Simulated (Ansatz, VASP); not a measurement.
# Cross-check of Na10Li10Al4Si23O62 (glassy 66SiO2-6Al2O3-14Na2O-14Li2O (mol %)) between VASP and Ansatz, part 2 of 2

Aim: how closely do two programs agree when they are given the same cell, functional and k mesh? Of the first pair: The structure shown is the start of the Ansatz relaxation below; VASP solves that cell, so the two are compared at the walk's first step.

VASP 6.6.1 and Ansatz 0.2.0.

So far. Step 3 (VASP: single point, r2SCAN, start cell, pair 1): The run ends at a pressure of 1.55 GPa, with forces up to 2.7 eV/Å.

## (5) Ansatz: relaxation, r2SCAN

Level of this step: Ansatz beside VASP: Kohn-Sham DFT, plane waves, r2SCAN (Ansatz).

This run makes the geometry at which the two programs are then compared. The cell compared in this pair holds 1351.86 Å³, against 1357.41 Å³ for the pair before.

The structure compared here is the end of the Ansatz relaxation.

Input file input.yaml:

```yaml
crystal:
  lattice:
    - [11.07229, 0.0, 0.0]
    - [0.0, 11.07229, 0.0]
    - [0.0, 0.0, 11.07229]
  atoms:
    - { symbol: Si, position: [0.00692, 0.46353, 0.19083] }
    - { symbol: Si, position: [0.23316, 0.33918, 0.29396] }
    - { symbol: Si, position: [0.58648, 0.17954, 0.06398] }
    - { symbol: Si, position: [0.62103, 0.43747, 0.46382] }
    - { symbol: Si, position: [0.24532, 0.7092, 0.36003] }
    - { symbol: Si, position: [0.96716, 0.89121, 0.90077] }
    - { symbol: Si, position: [0.33263, 0.85661, 0.59728] }
    - { symbol: Si, position: [0.69034, 0.93677, 0.93033] }
    - { symbol: Si, position: [0.4814, 0.02213, 0.27522] }
    - { symbol: Si, position: [0.86671, 0.2639, 0.87209] }
    - { symbol: Si, position: [0.76772, 0.62284, 0.62773] }
    - { symbol: Si, position: [0.23136, 0.19106, 0.52666] }
    - { symbol: Si, position: [0.49025, 0.08141, 0.54193] }
    - { symbol: Si, position: [0.17514, 0.56386, 0.58082] }
    - { symbol: Si, position: [0.44208, 0.5268, 0.25357] }
    - { symbol: Si, position: [0.71452, 0.09246, 0.70273] }
    - { symbol: Si, position: [0.07239, 0.84815, 0.16106] }
    - { symbol: Si, position: [0.64324, 0.79784, 0.32605] }
    - { symbol: Si, position: [0.42315, 0.45206, 0.6717] }
    - { symbol: Si, position: [0.00218, 0.75064, 0.65693] }
    - { symbol: Si, position: [0.12664, 0.51768, 0.9305] }
    - { symbol: Si, position: [0.03527, 0.32065, 0.64917] }
    - { symbol: Si, position: [0.84785, 0.22919, 0.13761] }
    - { symbol: Al, position: [0.19795, 0.06458, 0.28918] }
    - { symbol: Al, position: [0.842, 0.6784, 0.16078] }
    - { symbol: Al, position: [0.85226, 0.54292, 0.88857] }
    - { symbol: Al, position: [0.25203, 0.27232, 0.81009] }
    - { symbol: Na, position: [0.61363, 0.37765, 0.83496] }
    - { symbol: Na, position: [0.0987, 0.11402, 0.02036] }
    - { symbol: Na, position: [0.93655, 0.73689, 0.39458] }
[... 73 atom lines left out ...]
    - { symbol: O, position: [0.53093, 0.08566, 0.4017] }
    - { symbol: O, position: [0.06387, 0.85847, 0.01082] }
    - { symbol: O, position: [0.16464, 0.09725, 0.44008] }
    - { symbol: O, position: [0.9595, 0.28394, 0.53933] }
    - { symbol: O, position: [0.91999, 0.56433, 0.24481] }
    - { symbol: O, position: [0.55973, 0.73459, 0.4154] }
kpoints:
  mp_grid: { grid: [1, 1, 1] }
hamiltonian:
  xc: r2scan
scf:
  occupations: { method: fixed }
output:
  forces: true
relax:
  f_tol: 0.05
  max_steps: 150
  cell: {}
```

On the command line:

```console
ansatz run input.yaml --threads 4 --pin off --max-ram 8192MiB --backend cpu --events-out ev --progress --plain --runs-dir out
```

Numbers of over 12 decimals in the logs are rounded to 6 here.

Log:

```text
[...]
Crystal: 109 atoms, lattice volume = 1357.414 Å³
Basis set: ecut = 500 eV, 34457 PW (Γ), exchange–correlation on 324×324×324 points (64 copies of the dense FFT grid, shifted against one another)
Bands: 407, of which v1, the nominal top of the filled ones, is band 298 counted from 1 (297 counted from 0)
Symmetry: 1 space group operations
[...]
k-points: 1
[...]
- { symbol: O, position: [0.247078, 0.889435, 0.726434] }
    - { symbol: O, position: [-0.000965335, 0.529659, 0.840567] }
    - { symbol: O, position: [0.754697, 0.578552, 0.756433] }
    - { symbol: O, position: [0.344117, 0.422430, 0.218766] }
    - { symbol: O, position: [0.267795, 0.314927, 0.422773] }
    - { symbol: O, position: [0.707837, 0.258563, 0.111505] }
    - { symbol: O, position: [0.501826, 0.572805, 0.125625] }
[...]
- { symbol: O, position: [0.162530, 0.108018, 0.424467] }
    - { symbol: O, position: [0.945326, 0.266855, 0.511929] }
    - { symbol: O, position: [0.939787, 0.577766, 0.251977] }
    - { symbol: O, position: [0.567147, 0.744264, 0.406670] }
```

## (6) VASP: single point, r2SCAN, relaxed cell, pair 2

The same cell, functional and mesh now go to VASP, with its own data sets.

Input file INCAR:

```
SYSTEM = Na10Li10Al4Si23O62
PREC = Accurate
ENCUT = 830
EDIFF = 1E-06
NELM = 120
ISMEAR = 0
SIGMA = 0.01
LREAL = Auto
ALGO = Normal
METAGGA = R2SCAN
LASPH = .TRUE.
NBANDS = 368
LORBIT = 11
LWAVE = .FALSE.
LCHARG = .FALSE.
ISIF = 2
GGA_COMPAT = .FALSE.
EFERMI = MIDGAP
LMIXTAU = .TRUE.
NCORE = 2
```

Input file POSCAR:

```
Na10Li10Al4Si23O62
1.0
   11.0133760000     -0.0488950000     -0.0619150000
   -0.0488950000     11.4033800000     -0.0725270000
   -0.0619150000     -0.0725270000     10.7651060000
Si Al Na Li O
23 4 10 10 62
Direct
    0.0100400000      0.4699000000      0.1850000000
    0.2380000000      0.3393500000      0.2748500000
    0.6072100000      0.1572900000      0.0697900000
    0.6146000000      0.4487100000      0.4722500000
    0.2477600000      0.7079600000      0.3701300000
    0.9743600000      0.8806800000      0.9076400000
    0.3333600000      0.8369600000      0.6204700000
    0.6989100000      0.9246400000      0.9433900000
    0.5001700000      0.0193400000      0.2853200000
    0.8580500000      0.2808800000      0.8592300000
    0.7630100000      0.6404900000      0.6238400000
    0.2362100000      0.2028600000      0.5082300000
    0.4784000000      0.0697100000      0.5586600000
    0.1602800000      0.5604200000      0.5771100000
    0.4411800000      0.5344900000      0.2520800000
    0.7099200000      0.0853300000      0.7137900000
    0.0876000000      0.8469800000      0.1631400000
    0.6625200000      0.8105100000      0.3276100000
    0.4120500000      0.4509100000      0.6843700000
    0.9997100000      0.7521500000      0.6569700000
    0.1228800000      0.5138300000      0.9168800000
    0.0237800000      0.3182300000      0.6222500000
    0.8570900000      0.2424400000      0.1271900000
    0.2180200000      0.0731100000      0.2745300000
    0.8570800000      0.6824200000      0.1579200000
    0.8484300000      0.5424100000      0.8804900000
    0.2456700000      0.2718800000      0.7988800000
    0.5768500000      0.3195300000      0.8203000000
    0.0852100000      0.1208700000      0.0155700000
    0.9443400000      0.7575500000      0.3999000000
[... 73 atom lines left out ...]
    0.5407400000      0.0757700000      0.4226400000
    0.0841000000      0.8397500000      0.0077700000
    0.1625300000      0.1080200000      0.4244700000
    0.9453300000      0.2668500000      0.5119300000
    0.9397900000      0.5777700000      0.2519800000
    0.5671500000      0.7442600000      0.4066700000
```

Input file KPOINTS:

```
Automatic mesh
0
Gamma
1 1 1
0 0 0
```

PAW data sets: Si, Al, Na_pv, Li_sv and O (PBE family, release 64).

On the command line:

```console
mpirun -np 8 vasp_gam
```

Log:

```text
[banner, memory and clock lines left out]
running    8 mpi-ranks, on    1 nodes
[...]
[... a notice as in an earlier step ...]

 LDA part: xc-table for (None), standard interpolation
 POSCAR, INCAR and KPOINTS ok, starting setup
[...]
entering main loop
       N       E                     dE             d eps       ncg     rms          rms(c)
DAV:   1     0.934508360577E+04    0.93451E+04   -0.40509E+05   736   0.249E+03
DAV:   2     0.293580988179E+03   -0.90515E+04   -0.85163E+04   808   0.606E+02
DAV:   3    -0.110670185071E+04   -0.14003E+04   -0.13584E+04   808   0.243E+02
DAV:   4    -0.121667365444E+04   -0.10997E+03   -0.10897E+03  1000   0.683E+01
[...]
DAV:  28    -0.960135770241E+03    0.24840E-05   -0.27813E-07   488   0.145E-03    0.401E-04
DAV:  29    -0.960135768231E+03    0.20098E-05   -0.12973E-07   432   0.911E-04    0.285E-04
DAV:  30    -0.960135767431E+03    0.80084E-06   -0.68428E-08   416   0.800E-04
   1 F= -.96013577E+03 E0= -.96013577E+03  d E =0.000000E+00
```

From OUTCAR (step 6):

```text
  Total        0.7086257      1.0319539      0.9068719      0.1658895     -0.1579774     -0.1707835
  in kB        0.8398392      1.2230370      1.0747940      0.1966066     -0.1872295     -0.2024068
  external PRESSURE =       1.0458900 kB  Pullay stress =       0.0000000 kB

 POSITION                                       TOTAL-FORCE (eV/Angst)
 -----------------------------------------------------------------------------------
      0.07614      5.34454      1.95684        -0.008775      0.004731      0.022925
      2.58757      3.83817      2.91944        -0.001553      0.031384     -0.005329
      6.67542      1.75889      0.70229         0.036671     -0.012625      0.064135
      6.71764      5.05251      5.01322        -0.014643      0.050388     -0.002125
      2.67114      8.03418      3.91780         0.011094      0.024349     -0.053689
     10.63174      9.92926      9.64664        -0.011096     -0.089427      0.055293
      3.59208      9.48287      6.59808         0.017987      0.007268     -0.055548
      7.59374     10.44143     10.04536         0.033212     -0.003301      0.018173
[...]
5.49106      6.49832      1.27981         0.034697      0.020202     -0.069111
      8.83088      0.61615      6.48623         0.056976     -0.004365     -0.060756
      1.99860      4.36773      9.45945         0.008012     -0.029708     -0.013509
      6.47045      9.34758     10.23103        -0.053036     -0.066098      0.022038
      9.14966      9.98110     10.34683         0.001564      0.015318     -0.004871
[...]
-----------------------------------------------------------------------------------
    total drift:                                0.107370      0.073262     -0.089865

  FREE ENERGIE OF THE ION-ELECTRON SYSTEM (eV)
  ---------------------------------------------------
  free  energy   TOTEN  =      -960.1357674306 eV

  energy  without entropy=     -960.1357674306  energy(sigma->0) =     -960.13576743

[... 1 part as in an earlier step ...]

[... 2 further parts left out ...]
[key lines of the parts left out:]
E-fermi :   4.1413
```

The run ends at a pressure of 0.10 GPa, with forces up to 0.11 eV/Å.

## (7) Differences

What differs besides the data sets and the points named for the pairs above, as far as they apply: the data sets hold 596 valence electrons in Ansatz (on its default PAW (the set named soft_2) files) and 576 in VASP; the cutoff is 500 eV in Ansatz and 830 eV in VASP (PREC = Accurate, projectors in real space). Total energies have different zeros and are not compared.

Compared:

```tsv
quantity	Ansatz	VASP	difference
pressure (GPa)	-0.01	0.10	-0.12
gap on the k mesh (eV)	3.559	3.574	-0.015
```

Forces on 9 of the 109 atoms, those with the largest forces and the largest differences (eV/Å; atoms numbered as in POSCAR):

```tsv
atom	Ansatz x, y, z	VASP x, y, z
Si6	0.003, -0.018, 0.005	-0.011, -0.089, 0.055
Si12	-0.008, -0.005, -0.017	0.026, 0.002, 0.069
Si18	0.009, -0.013, -0.003	0.010, -0.023, -0.093
Si22	0.028, 0.008, 0.015	0.045, 0.032, 0.069
Li39	-0.010, -0.003, 0.024	-0.047, 0.014, 0.098
O66	-0.003, 0.007, 0.001	0.028, 0.078, -0.048
O91	-0.004, 0.011, -0.007	0.013, -0.063, 0.056
O101	-0.005, 0.007, 0.005	-0.033, 0.087, -0.033
O107	0.001, -0.008, -0.011	-0.057, -0.039, -0.071
```

The forces differ by 29 meV/Å r.m.s., where the r.m.s. force is 0.009 eV/Å in Ansatz and 0.030 eV/Å in VASP: the atoms lie near their places of rest in Ansatz, so a percentage would say little (all taken over all components). A gap on the mesh is an upper bound, since the band edges may lie between its points.

## (8) Outcome

```
r.m.s. force difference (single point, r2SCAN, start cell, pair 1)   : 3.8 % of the r.m.s. force
r.m.s. force difference (single point, r2SCAN, relaxed cell, pair 2) : 29 meV/Å
```

What this shows: The r.m.s. force difference is 29 meV/Å (single point, r2SCAN, relaxed cell, pair 2), beyond the 12 meV/Å picked in this series as the mark of a large difference. The data sets hold unlike numbers of valence electrons (596 in Ansatz and 576 in VASP), so part of the differences comes from the potentials. What causes the difference of the single point, r2SCAN, start cell, pair 1 pair stays open here. What causes the difference of the single point, r2SCAN, relaxed cell, pair 2 pair stays open here. Such differences can come from data sets, numerical settings and the points named under the comparisons, not from the functional's error against experiment.

[Lines on the potential files, build, host, timing and source positions are cut from VASP's logs without a mark.]

[Logs are printed without paths, hosts, clocks, repeated set-up lines and the standing remarks that a program may print on its own settings, such as how far it seeks lower states.]

[Hosts, paths, dates, database ids (printed as entryN), source tags and the programs' standing remarks are cut or masked in the printed files.]
